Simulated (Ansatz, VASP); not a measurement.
# MnO2: VASP beside Ansatz, part 2 of 3

One calculation is typed for both programs; each brings its own data sets. How far apart do they land? Of the first pair: The cell is taken from a series of runs on this material, whose earlier steps may have relaxed, scaled, displaced or heated it; both programs get it as it stands.

VASP 6.6.1 and Ansatz 0.2.0.

So far: The starting structure; Ansatz: relaxation of cell and atoms, LDA, DFT+U, pair 1.

### 3. VASP: relaxation of cell and atoms, LDA, DFT+U, pair 1

Level of this step: LDA, DFT+U (Mn d 3.9 eV), spin-polarised from a ferromagnetic start; plane waves and PAW (Mn_pv, O) (VASP).

The same cell, functional (in two slightly different forms), mesh and smearing now go to VASP, with its own data sets.

Lines of VASP's logs that name or quote its potential files are left out, and so is its time.

INCAR reads:

```
SYSTEM = MnO2
PREC = Accurate
ENCUT = 600
EDIFF = 1E-07
NELM = 200
ISMEAR = 0
SIGMA = 0.02
LREAL = .FALSE.
ALGO = Normal
GGA = CA
NBANDS = 22
ISPIN = 2
MAGMOM = 2.71 -0.07 -0.07
LDAU = .TRUE.
LDAUTYPE = 2
LDAUL = 2 -1
LDAUU = 3.9 0
LDAUJ = 0 0
LDAUPRINT = 1
LASPH = .TRUE.
LMAXMIX = 4
LORBIT = 11
LWAVE = .FALSE.
LCHARG = .FALSE.
ISIF = 3
IBRION = 2
NSW = 80
EDIFFG = -0.005
GGA_COMPAT = .FALSE.
NELMIN = 4
KPAR = 2
```

POSCAR reads:

```
MnO2
1.0
    2.8497070000      0.0000000000      0.0000000000
   -1.4248530000      2.4679180000      0.0000000000
    0.0000000000      0.0000000000      4.3653640000
Mn O
1 2
Direct
    0.0000000000      0.0000000000      0.5000000000
    0.6666663652      0.3333331983      0.2858590945
    0.3333332839      0.6666668017      0.7141409055
```

KPOINTS reads:

```
Automatic mesh
0
Gamma
12 12 6
0 0 0
```

The projector-augmented-wave data sets are Mn_pv and O (LDA family, release 64).

Command:

```
mpirun -np 2 vasp_std
```

Numbers of over 12 decimals in the logs are rounded to 6 here.

Output:

```text
[banner, memory and clock lines left out]
running    2 mpi-ranks, on    1 nodes
 distrk:  each k-point on    1 cores,    2 groups
 distr:  one band on    1 cores,    1 groups

 POSCAR found type information on POSCAR MnO
 POSCAR found :  2 types and       3 ions
 LDA part: xc-table for (Slater(with rela. corr.)+CA(PZ))
 , standard interpolation
 POSCAR, INCAR and KPOINTS ok, starting setup
 FFT: planning ... GRIDC
 FFT: planning ... GRID_SOFT
 FFT: planning ... GRID
 WAVECAR not read
 entering main loop
       N       E                     dE             d eps       ncg     rms          rms(c)
DAV:   1     0.265976183299E+03    0.26598E+03   -0.15493E+04  8808   0.145E+03
DAV:   2    -0.128950964043E+02   -0.27887E+03   -0.26247E+03  9420   0.408E+02
DAV:   3    -0.294395549185E+02   -0.16544E+02   -0.16434E+02 10252   0.107E+02
DAV:   4    -0.295998606247E+02   -0.16031E+00   -0.16027E+00  9388   0.112E+01
DAV:   5    -0.296014336267E+02   -0.15730E-02   -0.15730E-02 10402   0.109E+00    0.314E+01
DAV:   6    -0.266126592689E+02    0.29888E+01   -0.77109E+01 10206   0.845E+01    0.316E+01
DAV:   7    -0.238760852044E+02    0.27366E+01   -0.46966E+01  9460   0.647E+01    0.139E+01
DAV:   8    -0.234356301760E+02    0.44046E+00   -0.19146E+00  9522   0.135E+01    0.526E+00
DAV:   9    -0.234401977760E+02   -0.45676E-02   -0.62248E-01 11136   0.869E+00    0.240E+00
DAV:  10    -0.234202143272E+02    0.19983E-01   -0.16670E-01  9460   0.479E+00    0.729E-01
DAV:  11    -0.234214994629E+02   -0.12851E-02   -0.55504E-03 10138   0.660E-01    0.250E-01
DAV:  12    -0.234218180041E+02   -0.31854E-03   -0.90810E-04  9746   0.211E-01    0.124E-01
DAV:  13    -0.234218413158E+02   -0.23312E-04   -0.23785E-04 10172   0.147E-01    0.409E-02
DAV:  14    -0.234218534011E+02   -0.12085E-04   -0.20661E-05 10038   0.417E-02    0.183E-02
DAV:  15    -0.234218552964E+02   -0.18953E-05   -0.80333E-06  9928   0.227E-02    0.623E-03
DAV:  16    -0.234218554560E+02   -0.15959E-06   -0.41797E-07  9178   0.476E-03    0.370E-03
DAV:  17    -0.234218554298E+02    0.26170E-07   -0.46545E-08  4752   0.215E-03
   1 F= -.23421855E+02 E0= -.23421855E+02  d E =-.234219E+02  mag=     3.0000
[... from here on, the cycles between the ionic steps are left out ...]
   2 F= -.23421852E+02 E0= -.23421852E+02  d E =0.337235E-05  mag=     3.0000
   3 F= -.23422166E+02 E0= -.23422166E+02  d E =-.310764E-03  mag=     3.0000
   5 F= -.23422318E+02 E0= -.23422318E+02  d E =-.151924E-03  mag=     3.0000
   6 F= -.23422318E+02 E0= -.23422318E+02  d E =-.152213E-03  mag=     3.0000
   7 F= -.23422318E+02 E0= -.23422318E+02  d E =-.152200E-03  mag=     3.0000
   8 F= -.23422347E+02 E0= -.23422347E+02  d E =-.288768E-04  mag=     3.0000
   9 F= -.23422410E+02 E0= -.23422410E+02  d E =-.915177E-04  mag=     3.0000
  10 F= -.23422423E+02 E0= -.23422423E+02  d E =-.104783E-03  mag=     3.0000
  11 F= -.23422435E+02 E0= -.23422435E+02  d E =-.116581E-03  mag=     3.0000
  12 F= -.23422448E+02 E0= -.23422448E+02  d E =-.125773E-04  mag=     3.0000
  13 F= -.23422478E+02 E0= -.23422478E+02  d E =-.428525E-04  mag=     3.0000
 curvature:  -1.06 expect dE=-0.647E-04 dE for cont linesearch -0.131E-04
 ZBRENT: increasing intervall
 opt :   0.6712  next Energy=   -23.422499 (dE=-0.640E-04)
 bond charge predicted
       N       E                     dE             d eps       ncg     rms          rms(c)
DAV:   1    -0.234229810654E+02   -0.50325E-03   -0.39915E-02  8800   0.148E+00    0.200E-01
DAV:   2    -0.234227395284E+02    0.24154E-03   -0.37227E-03  9778   0.738E-01    0.254E-01
DAV:   3    -0.234225520976E+02    0.18743E-03   -0.77199E-04  9736   0.348E-01    0.599E-02
DAV:   4    -0.234225086465E+02    0.43451E-04   -0.13829E-04  9376   0.855E-02    0.239E-02
DAV:   5    -0.234225050043E+02    0.36421E-05   -0.22907E-05 11720   0.396E-02    0.141E-02
DAV:   6    -0.234225047784E+02    0.22588E-06   -0.53210E-06  9652   0.260E-02    0.642E-03
DAV:   7    -0.234225048127E+02   -0.34299E-07   -0.66327E-07  9650   0.657E-03
  14 F= -.23422505E+02 E0= -.23422505E+02  d E =-.698380E-04  mag=     3.0000
 curvature:  -1.71 expect dE=-0.923E-05 dE for cont linesearch -0.717E-08
 trial: gam= 0.11327 g(F)=  0.551E-06 g(S)=  0.485E-05 ort = 0.219E-05 (trialstep = 0.188E+00)
 search vector abs. value=  0.206E-04
 reached required accuracy - stopping structural energy minimisation
```

OUTCAR, selected parts (step 3):

```text
ion  position               nearest neighbor table
   1  0.000  0.000  0.500-   2 1.89   3 1.89   3 1.89   2 1.89   3 1.89   2 1.89
   2  0.667  0.333  0.286-   1 1.89   1 1.89   1 1.89
   3  0.333  0.667  0.714-   1 1.89   1 1.89   1 1.89

  LATTYP: Found a hexagonal cell.
 ALAT       =     2.8497070000
 C/A-ratio  =     1.5318641531

 Subroutine GETGRP returns: Found 12 space group operations
 (whereof 12 operations were pure point group operations)

The static configuration has the point symmetry D_3d.

 Found    100 irreducible k-points:

   k-points           NKPTS =    100   k-points in BZ     NKDIM =    100   number of bands    NBANDS=     22

   dimension x,y,z NGX =    24 NGY =   24 NGZ =   36
   dimension x,y,z NGXF=    48 NGYF=   48 NGZF=   72

   ENCUT  =  600.0 eV  44.10 Ry    6.64 a.u.   5.69  5.69  8.72*2*pi/ulx,y,z

   NELECT =      25.0000    total number of electrons

 k-points in reciprocal lattice and weights: Automatic mesh
   0.00000000  0.00000000  0.00000000       0.001
   0.08333333  0.00000000  0.00000000       0.007
   0.16666667  0.00000000  0.00000000       0.007
   0.25000000  0.00000000  0.00000000       0.007
   0.33333333  0.00000000  0.00000000       0.007
   0.41666667  0.00000000  0.00000000       0.007
   0.50000000  0.00000000  0.00000000       0.003
   0.08333333  0.08333333  0.00000000       0.007
   0.16666667  0.08333333  0.00000000       0.014
[...]
0.2043  0.0000 -0.0000  0.7213  0.0000
  0.0000  0.2043 -0.0000  0.0000  0.7896

spin component  2

  0.2097  0.0000 -0.0000 -0.1202  0.0000
  0.0000  0.2280  0.0000  0.0000 -0.1202
 -0.0000  0.0000  0.0947  0.0000 -0.0000
 -0.1202  0.0000  0.0000  0.2280 -0.0000
  0.0000 -0.1202 -0.0000 -0.0000  0.2097

 occupancies and eigenvectors

  o =  0.0947  v =  0.0000  0.0000  0.0000  0.0000  0.0000 -0.0000 -0.0000 -1.0000 -0.0000 -0.0000      0.0000  0.0000  0.0000  0.0000  0.0000  0.0000  0.0000  0.0000  0.0000  0.0000
  o =  0.0983  v =  0.0000  0.0000  0.0000  0.0000  0.0000 -0.2348  0.6440 -0.0000 -0.2176  0.6948      0.0000  0.0000  0.0000  0.0000  0.0000  0.0000  0.0000  0.0000  0.0000  0.0000
  o =  0.0983  v =  0.0000  0.0000  0.0000  0.0000  0.0000 -0.6948 -0.2176  0.0000 -0.6440 -0.2348      0.0000  0.0000  0.0000  0.0000  0.0000  0.0000  0.0000  0.0000  0.0000  0.0000
  o =  0.3393  v =  0.0000  0.0000  0.0000  0.0000  0.0000  0.2176  0.6948  0.0000 -0.2348 -0.6440      0.0000  0.0000  0.0000  0.0000  0.0000  0.0000  0.0000  0.0000  0.0000  0.0000
  o =  0.3393  v =  0.0000  0.0000  0.0000  0.0000  0.0000 -0.6440  0.2348  0.0000  0.6948 -0.2176      0.0000  0.0000  0.0000  0.0000  0.0000  0.0000  0.0000  0.0000  0.0000  0.0000
  o =  0.5483  v =  0.2069  0.7230 -0.0000 -0.2443 -0.6122  0.0000  0.0000  0.0000  0.0000  0.0000      0.0000  0.0000  0.0000  0.0000  0.0000  0.0000  0.0000  0.0000  0.0000  0.0000
  o =  0.5483  v = -0.6122  0.2443 -0.0000  0.7230 -0.2069  0.0000  0.0000  0.0000  0.0000  0.0000      0.0000  0.0000  0.0000  0.0000  0.0000  0.0000  0.0000  0.0000  0.0000  0.0000
  o =  0.9611  v = -0.0001 -0.0001 -1.0000 -0.0001 -0.0001  0.0000  0.0000  0.0000  0.0000  0.0000      0.0000  0.0000  0.0000  0.0000  0.0000  0.0000  0.0000  0.0000  0.0000  0.0000
  o =  0.9626  v =  0.2444 -0.6122  0.0001  0.2069 -0.7230  0.0000  0.0000  0.0000  0.0000  0.0000      0.0000  0.0000  0.0000  0.0000  0.0000  0.0000  0.0000  0.0000  0.0000  0.0000
  o =  0.9626  v =  0.7230  0.2069 -0.0002  0.6122  0.2444  0.0000  0.0000  0.0000  0.0000  0.0000      0.0000  0.0000  0.0000  0.0000  0.0000  0.0000  0.0000  0.0000  0.0000  0.0000

 average (electrostatic) potential at core
       1 -72.6397       2 -72.1746       3 -72.1746

 E-fermi :   3.3076

 spin component 1
 k-point     1 :       0.0000    0.0000    0.0000
  band No.  band energies     occupation
    ...
     10      -0.2542      1.00000
     11       2.3343      1.00000
     12       2.3982      1.00000
     13       2.3982      1.00000
     14       2.9187      1.00000
     15       6.3802      0.00000
     16       6.3802      0.00000
     17      10.9968      0.00000
     18      13.9523      0.00000
     19      19.5678      0.00000
    ...

 k-point     2 :       0.0833    0.0000    0.0000
  band No.  band energies     occupation
    ...
     10      -0.3605      1.00000
     11       2.0201      1.00000
     12       2.4305      1.00000
     13       2.4730      1.00000
     14       2.9996      1.00000
     15       6.1647      0.00000
     16       6.3373      0.00000
     17      11.3199      0.00000
     18      14.3076      0.00000
     19      19.5405      0.00000
    ...

 k-point     3 :       0.1667    0.0000    0.0000
  band No.  band energies     occupation
    ...
     10      -0.6312      1.00000
     11       1.5769      1.00000
     12       2.4055      1.00000
     13       2.4341      1.00000
     14       3.1127      1.00000
     15       5.6949      0.00000
     16       6.2534      0.00000
     17      12.1523      0.00000
     18      15.1968      0.00000
     19      19.3970      0.00000
    ...

 k-point     4 :       0.2500    0.0000    0.0000
  band No.  band energies     occupation
    ...
     10      -0.8714      1.00000
     11       1.2838      1.00000
     12       2.1857      1.00000
     13       2.2517      1.00000
     14       2.9575      1.00000
     15       5.3819      0.00000
     16       6.2143      0.00000
     17      13.2051      0.00000
     18      16.2612      0.00000
     19      18.7240      0.00000
    ...

 k-point     5 :       0.3333    0.0000    0.0000
  band No.  band energies     occupation
    ...
     10      -0.8064      1.00000
     11       1.1374      1.00000
     12       1.7620      1.00000
     13       1.8263      1.00000
     14       2.5074      1.00000
     15       5.4006      0.00000
     16       6.2491      0.00000
     17      14.2177      0.00000
     18      17.0417      0.00000
     19      17.8098      0.00000
    ...

 k-point     6 :       0.4167    0.0000    0.0000
  band No.  band energies     occupation
    ...
     10      -0.2958      1.00000
     11       0.9083      1.00000
     12       1.2228      1.00000
     13       1.3170      1.00000
     14       2.0903      1.00000
     15       5.5288      0.00000
     16       6.3095      0.00000
     17      15.0238      0.00000
     18      16.7101      0.00000
     19      17.7220      0.00000
    ...

  Total       -0.0122531     -0.0122531     -0.0011983     -0.0000000      0.0000000      0.0000000
  in kB       -0.6433829     -0.6433826     -0.0629177     -0.0000001      0.0000000      0.0000000
  external PRESSURE =      -0.4498944 kB  Pullay stress =       0.0000000 kB

  energy-cutoff  :      600.00
  volume of cell :       30.51
      direct lattice vectors                 reciprocal lattice vectors
     2.848512465 -0.000000000  0.000000000     0.351060426  0.202684814  0.000000000
    -1.424255733  2.466883503  0.000000000     0.000000000  0.405369771 -0.000000000
    -0.000000000  0.000000000  4.342293509    -0.000000000 -0.000000000  0.230293046

 POSITION                                       TOTAL-FORCE (eV/Angst)
 -----------------------------------------------------------------------------------
      2.84851     -0.00000      2.17115        -0.000000     -0.000000      0.000000
      1.42426      0.82229      1.23142        -0.000000     -0.000000     -0.002391
     -0.00000      1.64459      3.11088         0.000000      0.000000      0.002391
 -----------------------------------------------------------------------------------
    total drift:                                0.001051     -0.000000     -0.000000

  FREE ENERGIE OF THE ION-ELECTRON SYSTEM (eV)
  ---------------------------------------------------
  free  energy   TOTEN  =       -23.4225048127 eV

  energy  without entropy=      -23.4225048127  energy(sigma->0) =      -23.42250481

 reached required accuracy - stopping structural energy minimisation

 total charge
# of ion       s       p       d       tot
------------------------------------------
    1        0.371   6.496   4.918  11.785
    2        1.568   3.417   0.000   4.985
    3        1.568   3.417   0.000   4.985
--------------------------------------------------
tot          3.506  13.330   4.918  21.754

 magnetization (x)
# of ion       s       p       d       tot
------------------------------------------
    1        0.029   0.037   3.010   3.076
    2        0.002  -0.061   0.000  -0.059
    3        0.002  -0.061   0.000  -0.059
--------------------------------------------------
tot          0.033  -0.086   3.010   2.958

[... 6 further parts left out ...]
```

CONTCAR:

```
MnO2
   1.00000000000000
     2.8485124645449118   -0.0000000002454204    0.0000000000000000
    -1.4242557326945851    2.4668835029047345    0.0000000000000000
    -0.0000000000000000    0.0000000000000000    4.3422935089009256
  Mn              O
     1     2
Direct
     1.0000000000000000    0.0000000000000000    0.5000000000000000
     0.6666663652000011    0.3333331982999965    0.2835870446212865
     0.3333332838999965    0.6666668017000035    0.7164129553787135
```

The cell holds one magnetic atom, so no antiferromagnetic order fits into it.

### 4. Side by side

Known differences besides the potentials themselves: VASP starts from the moments at which Ansatz ended; U acts on the PAW sphere in VASP and on atomic orbitals in Ansatz, so only states and trends compare; the two LDA forms differ slightly; the data sets hold 27 valence electrons in Ansatz (on its default PAW (the set named soft_2) files) and 25 in VASP; the cutoff is 420 eV in Ansatz and 600 eV in VASP; VASP's log shows a relativistic correction to its local exchange, Ansatz's none; Ansatz adds a Pulay correction to the stress that steers its cell, VASP none; site moments are counted in spheres of each program's own size. Total energies have different zeros and are not compared.

Both answers:

```
                                         quantity  Ansatz   VASP  difference
                                      volume (Å³)   30.67  30.51     +0.51 %
edge a after relaxation, in the typed setting (Å)   2.850  2.849     +0.05 %
edge c after relaxation, in the typed setting (Å)   4.360  4.342     +0.41 %
                                total moment (μB)    3.00   3.00        0.00
                               moment on Mn1 (μB)    2.71   3.08       -0.36
                                moment on O2 (μB)   -0.07  -0.06       -0.01
                                moment on O3 (μB)   -0.07  -0.06       -0.01
```

### 5. Ansatz: relaxation of cell and atoms, LDA, DFT+U, pair 2

The relaxed volume is the usual yardstick between codes: in a stiff, nearly cubic crystal its relative difference is about their pressure difference at one cell divided by the bulk modulus. Its start cell is another than that of the pair before, and may be another structure of the material.

The two relaxations start from unlike cells of this crystal (the structure described is Ansatz's start), so only their ends are compared.

input.yaml reads:

```yaml
crystal:
  lattice:
    - [2.856578, 0.0, 0.0]
    - [-1.428289, 2.473869, 0.0]
    - [0.0, 0.0, 4.601374]
  atoms:
    - { symbol: Mn, position: [0.0, 0.0, 0.5], spin: 3.01 }
    - { symbol: O, position: [0.666667, 0.333333, 0.293707] }
    - { symbol: O, position: [0.333333, 0.666667, 0.706293] }
kpoints:
  mp_grid: { grid: [12, 12, 6] }
hamiltonian:
  xc: lda
  hubbard: { sites: [{ species: Mn, l: d, u_eff: 3.9 }] }
scf:
  occupations: { method: gaussian, width: 0.02 }
output:
  forces: true
  stress: true
  eigenvalues: true
  populations: true
magnetization:
  spin_polarized: true
relax:
  adjacent_minimum: "off"
  f_tol: 0.005
  max_steps: 80
  cell: { stress_tol: 0.05 }
```

Command:

```
ansatz run input.yaml --threads 2 --pin off --max-ram 5120MiB --backend cpu --events-out ev --progress --plain --runs-dir out
```

Output:

```text
[...]
- [-1.8287459945533005e-17, 0, 4.365364]
  atoms:
    - { symbol: Mn, position: [0, 0, 0.5] }
    - { symbol: O, position: [0.666667, 0.333333, 0.285859] }
    - { symbol: O, position: [0.333333, 0.666667, 0.714141] }
--- Löwdin populations: 3 sites ---
  site symbol       q [e]    m [muB]
     0     Mn     13.6106     3.1094
     1      O      6.6335    -0.0664
     2      O      6.6335    -0.0664
  spilling = 0.004529 (of n_electrons = 27.000000)
[key lines of the parts left out:]
SCF converged after 7 iterations
Magnetization: 3.0000 μB (15.0000 up, 12.0000 down)
Free energy (F): -4948.877224 eV
Fermi energy:    8.891773 eV
P = ⅓ Tr σ = -0.0101 GPa (-0.101 kbar)
```

(Part 2 of 3 ends here.)

[Lines on the potential files, build, host, timing and source positions are cut from VASP's logs without a mark.]

[Logs are printed without paths, hosts, clocks, repeated set-up lines and the standing remarks that a program may print on its own settings, such as how far it seeks lower states.]

[Hosts, paths, dates, database ids (printed as entryN), source tags and the programs' standing remarks are cut or masked in the printed files.]
